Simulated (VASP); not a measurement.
Consider the following.

```
CsPbCl3
1.0
    5.52815     0.00000     0.00000
    0.00000     5.52815     0.00000
    0.00000     0.00000     5.52815
Cs Pb Cl
1 1 3
Direct
  0.00000   0.00000   0.00000
  0.50000   0.50000   0.50000
  0.50000   0.00000   0.50000
  0.00000   0.50000   0.50000
  0.50000   0.50000   0.00000
```

The numbers are results of LDA (Ceperley-Alder, Perdew-Zunger), VASP's LDA PAW potentials (set 64) (plane waves; VASP), not measurements. Numerical set-up: 520 eV cut-off, Gaussian smearing of 0.050 eV, potentials Cs_sv Pb_d Cl.

Unless said otherwise, spin-orbit coupling is left out, though it shifts the bands of the heavy elements here.

**Question.** Estimate the band gap (along the path) with the smallest direct gap where there is one.

**Answer.** 
| Property | Result |
|---|---|
| band gap (along the path) | 1.52 eV |
| smallest direct gap (along the path) | 1.52 eV |

Only differences to runs with the same potentials and settings are physical.

The compound is CsPbCl3 in the cubic perovskite structure, the ideal cubic form; the compound distorts at low or room temperature. It was relaxed first.
